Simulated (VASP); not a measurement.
Level of theory: r2SCAN meta-GGA, VASP's PBE PAW potentials (set 64) (plane waves; VASP).

VASP ran on this input.

### POSCAR
```
MgS(110) slab
1
    3.6719786496     0.0000000000     0.0000000000
    0.0000000000     5.1929623772    -0.0000000000
   -0.0000000000    -0.0000000000    25.9956361124
Mg S
6 6
Direct
  0.0000000000   0.0000000000   0.3234330000
  0.5000000000   0.5000000000   0.3940600000
  0.0000000000   0.0000000000   0.4646870000
  0.5000000000   0.5000000000   0.5353130000
  0.0000000000   0.0000000000   0.6059400000
  0.5000000000   0.5000000000   0.6765670000
  0.5000000000   0.0000000000   0.3940600000
  0.0000000000   0.5000000000   0.3234330000
  0.5000000000   0.0000000000   0.5353130000
  0.0000000000   0.5000000000   0.4646870000
  0.5000000000   0.0000000000   0.6765670000
  0.0000000000   0.5000000000   0.6059400000
```

**KPOINTS**
```
K-points
0
gamma
6 4 1
```

**INCAR**
```
LREAL = .FALSE.   # projection in real space or not
LDIPOL = .TRUE.
NSW = 50   # most ionic steps
IDIPOL = 3
SYSTEM = MgS(110) slab
DIPOL = 0.5 0.5 0.5
ENCUT = 400   # plane-wave cut-off (eV)
SIGMA = 0.05
LMIXTAU = .TRUE.
LCHARG = .FALSE.
NELMIN = 4
ALGO = Normal   # blocked Davidson
ISIF = 2   # forces and stress, cell fixed
PREC = Normal
LWAVE = .TRUE.
LASPH = .TRUE.   # aspherical one-centre terms
IBRION = 2
ISMEAR = 0
METAGGA = R2SCAN
EDIFFG = -0.03
EDIFF = 1E-5   # SCF stop (eV)
NELM = 100
```

POTCAR, in this order: Mg S (PBE.64 set). Program: vasp_std.

### Question
Predict the energy per atom (σ→0), band gap (on the k-mesh).

### Answer

* **energy per atom (σ→0)**: -7.551 eV/atom
* **band gap (on the k-mesh)**: 2.36 eV

**OSZICAR**
```
...
DAV:   7    -0.906094183222E+02   -0.36677E-05   -0.30642E-06   561   0.148E-02
   9 F= -.90609418E+02 E0= -.90609418E+02  d E =-.106313E-02
       N       E                     dE             d eps       ncg     rms          rms(c)
DAV:   1    -0.906094722893E+02   -0.57635E-04   -0.95875E-03   744   0.398E-01    0.475E-02
DAV:   2    -0.906095455176E+02   -0.73228E-04   -0.48384E-04   821   0.117E-01    0.250E-02
DAV:   3    -0.906095873436E+02   -0.41826E-04   -0.22193E-05   679   0.355E-02    0.192E-02
DAV:   4    -0.906095969450E+02   -0.96014E-05   -0.20306E-05   534   0.347E-02
  10 F= -.90609597E+02 E0= -.90609597E+02  d E =-.124175E-02
```

The cell is a thin slab with vacuum, built from MgS (rock salt): (110) face.
